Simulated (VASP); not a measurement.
Data:

```yaml
crystal:
  lattice:
    - [-1.60500, 1.60500, 3.91500]
    - [1.60500, -1.60500, 3.91500]
    - [1.60500, 1.60500, -3.91500]
  atoms:
    - { symbol: Si, position: [0.66500, 0.66500, 0.00000] }
    - { symbol: Si, position: [0.33500, 0.33500, 0.00000] }
    - { symbol: W, position: [0.00000, 0.00000, 0.00000] }
```

Level of theory: revPBE GGA, VASP's PBE PAW potentials (set 64) (plane waves; VASP 6.6.1). Run with 400 eV cut-off, 12×12×12 Γ-centred mesh, first-order Methfessel-Paxton smearing of 0.10 eV, potentials Si W_sv.

Task: Give the force on each atom (eV/Å).

Result: 
| atom | Fx | Fy | Fz |
|---|---|---|---|
| Si1 | 0.000 | 0.000 | 0.168 |
| Si2 | 0.000 | 0.000 | -0.168 |
| W3 | 0.000 | 0.000 | 0.000 |

Task: Give the stress tensor in GPa (positive for a compressed cell).

Result: 
```
5.64  0.00  0.00
0.00  5.64  0.00
0.00  0.00  5.82
```
The pressure is its mean diagonal, 5.70 GPa.

The compound is WSi2 in the MoSi2 type structure. The cell was not relaxed at this level. The run is one of a series of settings (GGA = RE against the base run), some of them coarse on purpose.
